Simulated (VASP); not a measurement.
Output of a VASP run:

**OUTCAR**
```
 ion  position               nearest neighbor table
   1  0.498  1.000  1.000-  54 1.89  46 1.89  33 1.89  62 1.91   9 3.08  31 3.08  23 3.08  18 3.08
                            15 3.08  24 3.08  13 3.09   7 3.10   5 3.10   8 3.10   2 3.11   3 3.11
   2  0.749  0.251  0.001-  33 1.89  34 1.89  55 1.89  44 1.91  25 3.08  24 3.08   6 3.09   4 3.10
                            29 3.10  13 3.10   3 3.10  16 3.10   1 3.11  14 3.11  10 3.13   9 3.13
   3  0.749  0.001  0.251-  33 1.89  35 1.89  49 1.89  39 1.91  22 3.08  18 3.08  11 3.09  16 3.10
                             4 3.10  26 3.10   2 3.10   7 3.10   1 3.11  19 3.11  12 3.12   9 3.13
   4  0.999  0.001  0.001-  36 1.89  44 1.89  39 1.89  63 1.91  26 3.09  13 3.09   8 3.09  29 3.09
                             7 3.09   5 3.09  32 3.10   2 3.10   3 3.10  16 3.10  23 3.10  15 3.10
   5  0.248  0.250  1.000-  37 1.87  60 1.88  36 1.89  54 1.90   9 3.05  29 3.07   4 3.09  23 3.09
                            17 3.09  14 3.10   1 3.10  30 3.10  16 3.10  24 3.10   8 3.10   6 3.10
   6  0.500  0.500  0.001-  55 1.90  37 1.90  38 1.90  61 1.90   2 3.09   9 3.09  10 3.09  18 3.10
                            17 3.10  24 3.10  25 3.10  30 3.10  31 3.10  15 3.10   5 3.10   7 3.11
   7  0.750  0.751  1.000-  38 1.87  62 1.88  39 1.89  56 1.90  10 3.05  13 3.07   4 3.09  18 3.09
                            32 3.09  31 3.10   1 3.10  14 3.10   3 3.10  25 3.10  26 3.10   6 3.11
   8  0.248  1.000  0.250-  40 1.87  57 1.88  36 1.89  46 1.90   9 3.05  26 3.07   4 3.09  15 3.09
                            20 3.09  19 3.09  28 3.10  16 3.10  18 3.10   1 3.10   5 3.10  11 3.11
   9  0.492  0.248  0.248-  37 1.89  40 1.89  64 1.93  33 1.94   5 3.05   8 3.05  20 3.07  17 3.07
                             1 3.08  11 3.09   6 3.09   3 3.13   2 3.13
  10  0.752  0.508  0.248-  41 1.89  38 1.89  64 1.93  34 1.94  26 3.05   7 3.05  22 3.07  18 3.07
                            14 3.08  27 3.09   6 3.09  16 3.12   2 3.13
  11  0.500  0.001  0.500-  42 1.90  49 1.90  40 1.90  59 1.90   3 3.09   9 3.09  12 3.09  24 3.10
                            22 3.10  18 3.10  20 3.10  31 3.10  28 3.10  23 3.10  13 3.11   8 3.11
  12  0.752  0.248  0.508-  43 1.89  42 1.89  64 1.93  35 1.94  13 3.05  29 3.05  24 3.07  25 3.07
                            19 3.08  27 3.09  11 3.09   3 3.12  16 3.12
  13  0.750  1.000  0.751-  42 1.87  62 1.88  44 1.89  53 1.90  12 3.05   7 3.07   4 3.09  32 3.09
                            24 3.09   1 3.09  31 3.10   2 3.10  22 3.10  19 3.10  29 3.10  11 3.11
  14  0.000  0.502  0.999-  56 1.89  45 1.89  34 1.89  60 1.91  10 3.08  30 3.08  32 3.08  17 3.08
                            15 3.08  25 3.08  29 3.09   5 3.10   7 3.10  26 3.10   2 3.11  16 3.11
  15  0.249  0.751  0.000-  45 1.89  46 1.89  63 1.89  61 1.91  14 3.08   1 3.08  31 3.08  30 3.08
                             8 3.09  26 3.09  23 3.09  32 3.09  18 3.10  17 3.10   4 3.10   6 3.10
  16  0.999  0.251  0.251-  34 1.89  35 1.89  47 1.89  36 1.91  20 3.08  17 3.08  27 3.09   3 3.10
                             8 3.10   4 3.10   5 3.10   2 3.10  19 3.11  14 3.11  12 3.12  10 3.12
  17  0.248  0.499  0.249-  47 1.89  45 1.89  37 1.90  48 1.90   9 3.07  14 3.08  16 3.08   5 3.09
                             6 3.10  27 3.10  26 3.10  15 3.10  20 3.10  21 3.11  28 3.12  18 3.12
  18  0.500  0.752  0.249-  49 1.89  46 1.89  38 1.90  48 1.90  10 3.07   1 3.08   3 3.08   7 3.09
                             6 3.10  15 3.10  11 3.10   8 3.10  22 3.10  21 3.11  28 3.12  17 3.12
  19  0.000  1.000  0.502-  35 1.89  50 1.89  53 1.89  57 1.91  28 3.08  12 3.08  32 3.08  23 3.08
                            20 3.08  22 3.08   8 3.09  26 3.10  29 3.10  13 3.10  16 3.11   3 3.11
  20  0.248  0.249  0.499-  47 1.89  50 1.89  40 1.90  51 1.90   9 3.07  16 3.08  19 3.08   8 3.09
                            27 3.10  11 3.10  17 3.10  29 3.10  23 3.10  21 3.11  30 3.12  24 3.12
  21  0.495  0.505  0.505-  48 1.88  51 1.88  52 1.88  64 2.06  28 3.05  31 3.05  30 3.05  18 3.11
                            17 3.11  22 3.11  20 3.11  25 3.11  24 3.11
  22  0.750  0.752  0.499-  49 1.89  53 1.89  41 1.90  52 1.90  10 3.07   3 3.08  19 3.08  26 3.09
                            11 3.10  27 3.10  13 3.10  32 3.10  18 3.10  21 3.11  31 3.12  25 3.12
  23  0.249  0.000  0.751-  50 1.89  54 1.89  63 1.89  59 1.91   1 3.08  19 3.08  31 3.08  28 3.09
                             5 3.09  29 3.09  15 3.09  32 3.10   4 3.10  24 3.10  20 3.10  11 3.10
  24  0.500  0.249  0.751-  55 1.89  54 1.89  42 1.90  51 1.90  12 3.07   2 3.08   1 3.08  13 3.09
                            25 3.10  11 3.10   6 3.10  23 3.10   5 3.10  21 3.11  30 3.12  20 3.12
  25  0.750  0.499  0.751-  55 1.89  56 1.89  43 1.90  52 1.90  12 3.07  14 3.08   2 3.08  29 3.09
                            24 3.10  27 3.10   6 3.10  32 3.10   7 3.10  21 3.11  31 3.12  22 3.12
  26  0.000  0.752  0.250-  41 1.87  57 1.88  39 1.89  45 1.90  10 3.05   8 3.07   4 3.09  15 3.09
                            22 3.09  28 3.09  19 3.10  17 3.10   3 3.10  14 3.10   7 3.10  27 3.11
  27  0.999  0.500  0.500-  47 1.90  43 1.90  41 1.90  58 1.90  16 3.09  10 3.09  12 3.09  25 3.10
                            20 3.10  17 3.10  22 3.10  28 3.10  30 3.10  32 3.10  29 3.10  26 3.11
  28  0.249  0.751  0.501-  57 1.89  59 1.89  58 1.89  48 1.92  21 3.05  19 3.08  32 3.09  23 3.09
                            30 3.09  31 3.09  26 3.09   8 3.10  27 3.10  11 3.10  17 3.12  18 3.12
  29  0.000  0.250  0.752-  43 1.87  60 1.88  44 1.89  50 1.90  12 3.05   5 3.07   4 3.09  23 3.09
                            25 3.09  14 3.09  30 3.10   2 3.10  20 3.10  19 3.10  13 3.10  27 3.10
  30  0.249  0.502  0.751-  58 1.89  61 1.89  60 1.89  51 1.93  21 3.05  14 3.08  15 3.08  32 3.08
                            31 3.09  28 3.09  29 3.10   5 3.10  27 3.10   6 3.10  24 3.12  20 3.12
  31  0.498  0.751  0.751-  59 1.89  61 1.89  62 1.89  52 1.92  21 3.05   1 3.08  15 3.08  23 3.08
                            30 3.09  28 3.09  13 3.10   7 3.10  11 3.10   6 3.10  25 3.12  22 3.12
  32  0.999  0.750  0.751-  53 1.89  56 1.89  63 1.89  58 1.91  14 3.08  19 3.08  30 3.08  28 3.09
                             7 3.09  13 3.09  15 3.09  23 3.10   4 3.10  25 3.10  22 3.10  27 3.10
  33  0.625  0.123  0.123-   1 1.89   3 1.89   2 1.89   9 1.94
  34  0.877  0.374  0.123-  14 1.89  16 1.89   2 1.89  10 1.94
  35  0.877  0.122  0.375-  19 1.89   3 1.89  16 1.89  12 1.94
  36  0.124  0.125  0.125-   4 1.89   8 1.89   5 1.89  16 1.91
  37  0.371  0.375  0.122-   5 1.87   9 1.89  17 1.90   6 1.90
  38  0.625  0.628  0.122-   7 1.87  10 1.89  18 1.90   6 1.90
  39  0.875  0.875  0.125-   4 1.89  26 1.89   7 1.89   3 1.91
  40  0.371  0.122  0.375-   8 1.87   9 1.89  20 1.90  11 1.90
  41  0.878  0.628  0.375-  26 1.87  10 1.89  22 1.90  27 1.90
  42  0.625  0.122  0.628-  13 1.87  12 1.89  24 1.90  11 1.90
  43  0.878  0.375  0.628-  29 1.87  12 1.89  25 1.90  27 1.90
  44  0.875  0.125  0.875-   4 1.89  13 1.89  29 1.89   2 1.91
  45  0.125  0.626  0.124-  14 1.89  15 1.89  17 1.89  26 1.90
  46  0.374  0.875  0.124-   1 1.89  15 1.89  18 1.89   8 1.90
  47  0.124  0.375  0.375-  16 1.89  20 1.89  17 1.89  27 1.90
...
```

File OSZICAR:
```
       N       E                     dE             d eps       ncg     rms          rms(c)
DAV:   1    -0.557928621846E+03   -0.55793E+03   -0.98874E+00   320   0.783E+00    0.149E+01
DAV:   2    -0.557986947446E+03   -0.58326E-01   -0.28727E-01   344   0.127E+00    0.107E+01
DAV:   3    -0.557967881924E+03    0.19066E-01   -0.46459E-02   360   0.481E-01    0.638E+00
DAV:   4    -0.557964057073E+03    0.38249E-02   -0.12241E-02   384   0.201E-01    0.370E+00
DAV:   5    -0.557961570501E+03    0.24866E-02   -0.21334E-03   384   0.126E-01    0.215E+00
DAV:   6    -0.557961000884E+03    0.56962E-03   -0.20817E-03   368   0.985E-02    0.119E+00
DAV:   7    -0.557960854798E+03    0.14609E-03   -0.26113E-04   352   0.379E-02    0.687E-01
DAV:   8    -0.557960773652E+03    0.81146E-04   -0.91573E-05   328   0.246E-02    0.400E-01
DAV:   9    -0.557960763550E+03    0.10102E-04   -0.67637E-05   344   0.165E-02    0.217E-01
DAV:  10    -0.557960759041E+03    0.45092E-05   -0.63199E-06   216   0.716E-03
   1 F= -.55796076E+03 E0= -.55796076E+03  d E =-.883168E-15
```

**OUTCAR**
```
------------------------ aborting loop because EDIFF is reached ----------------------------------------
  volume of cell :      671.84
      direct lattice vectors                 reciprocal lattice vectors
     8.758331436  0.000000000  0.000000000     0.114176999  0.000000000  0.000000000
     0.000000000  8.758331436  0.000000000     0.000000000  0.114176999  0.000000000
     0.000000000  0.000000000  8.758331436     0.000000000  0.000000000  0.114176999
  FREE ENERGIE OF THE ION-ELECTRON SYSTEM (eV)
  ---------------------------------------------------
  free  energy   TOTEN  =      -557.9607590412 eV

  energy  without entropy=     -557.9607590412  energy(sigma->0) =     -557.96075904

  exchange ACFDT corr.  =         0.00000000  see jH, gK, PRB 81, 115126
```
(Selected blocks of OUTCAR.)

### POSCAR
```
BC31Si32
1
    8.7583314356     0.0000000000     0.0000000000
    0.0000000000     8.7583314356     0.0000000000
    0.0000000000     0.0000000000     8.7583314356
Si C B
32 31 1
Direct
  0.4980047812   0.9997668589   0.9996066591
  0.7491962513   0.2505935623   0.0005293939
  0.7492523727   0.0006384612   0.2506532318
  0.9991611759   0.0005239252   0.0005257836
  0.2483535346   0.2501038808   0.9996499306
  0.4996564006   0.5000147175   0.0007862265
  0.7496140390   0.7514307521   0.9996255612
  0.2482182763   0.9995891316   0.2500636467
  0.4920460539   0.2480524907   0.2481830730
  0.7519574270   0.5076754753   0.2480690353
  0.4996267868   0.0006860121   0.5000978601
  0.7519577807   0.2478801481   0.5075120406
  0.7496302127   0.9995550713   0.7514971214
  0.0001740046   0.5018221502   0.9994880546
  0.2493473123   0.7505009628   0.0001884167
  0.9992220319   0.2505109313   0.2505977204
  0.2481554100   0.4994746213   0.2492756534
  0.5003107041   0.7515635121   0.2491771186
  0.0003408214   0.9995201976   0.5019022434
  0.2482867638   0.2493906945   0.4993419952
  0.4945337718   0.5053444227   0.5047501619
  0.7504458902   0.7515321480   0.4993407270
  0.2494203299   0.0002925592   0.7506128170
  0.5004194801   0.2494653731   0.7512677682
  0.7503075454   0.4994493263   0.7513657661
  0.0002352200   0.7515806814   0.2500647424
  0.9990191633   0.5000805696   0.5001585027
  0.2485936598   0.7511032392   0.5014442732
  0.0002464830   0.2501584984   0.7515379749
  0.2487083042   0.5015742361   0.7510673939
  0.4982330180   0.7511256690   0.7511105158
  0.9994558728   0.7504360771   0.7505867348
  0.6254129213   0.1228669619   0.1228875218
  0.8771269667   0.3743727690   0.1226949780
  0.8773525190   0.1224662701   0.3745645608
  0.1244392425   0.1246019723   0.1246207755
  0.3713645444   0.3747970082   0.1223021914
  0.6250047008   0.6283012047   0.1222324637
  0.8750151773   0.8753175749   0.1246928885
  0.3713266529   0.1220848134   0.3748079979
  0.8777446408   0.6284846990   0.3748194218
  0.6249772146   0.1220121794   0.6283261478
  0.8776663361   0.3748167487   0.6284988686
  0.8750549203   0.1246414457   0.8752829410
  0.1249388389   0.6255660605   0.1243976801
  0.3742999236   0.8749496349   0.1244166289
  0.1241175887   0.3751889833   0.3751377398
  0.3747967239   0.6249920607   0.3732772789
  0.6245502551   0.8755980778   0.3750610657
  0.1251477003   0.1245270201   0.6256136075
  0.3749817300   0.3735702678   0.6246234682
  0.6262875772   0.6249490046   0.6246862595
  0.8752615522   0.8747434830   0.6255901565
  0.3744669978   0.1246312813   0.8747834502
  0.6245671023   0.3751834649   0.8755350381
  0.8751517324   0.6254248100   0.8748006041
  0.1257620627   0.8740737393   0.3742703067
  0.1252574781   0.6248248791   0.6248628000
  0.3749622950   0.8743842983   0.6248224326
  0.1258173180   0.3742463158   0.8741394952
  0.3750587327   0.6247507819   0.8744451608
  0.6254995069   0.8741005462   0.8742072138
  0.1250479029   0.8747296118   0.8747547909
  0.6309812654   0.3690036743   0.3692119218
```

Task: Write an INCAR and KPOINTS that could have produced this output.

Result: Several could match; the one computed here: the input of the run itself, HSE06 screened hybrid, plane waves, VASP's PBE PAW potentials (set 64).

**KPOINTS**
```
Automatic mesh
0
Gamma
1 1 1
0 0 0
```

INCAR:
```
SYSTEM = BC31Si32
PREC = Normal
ENCUT = 400
EDIFF = 1E-5
NELM = 50
ALGO = Normal
LREAL = Auto
LASPH = .TRUE.
ISMEAR = 0
SIGMA = 0.05
GGA = PE
LWAVE = .FALSE.
LCHARG = .FALSE.
NELMIN = 4
ISYM = 0
NELECT = 254.0
HFSCREEN = 0.2
AEXX = 0.25
LHFCALC = .TRUE.
PRECFOCK = Fast
ISIF = 0
```

POTCAR, in this order: Si C B (PBE.64 set). Program: vasp_gam. Read from the step before: WAVECAR.

The cell is charged, with a uniform compensating background. The supercell is sampled at Γ alone, which is coarse: total energies, pressure and levels can be off, energies of defects by several tenths of an eV.

The cell is a supercell with a defect, built from SiC (zinc blende): B_C, charge +1. The cell's shape comes from a PBE relaxation. The run is not spin-polarised, so no state with unpaired spins was tried.
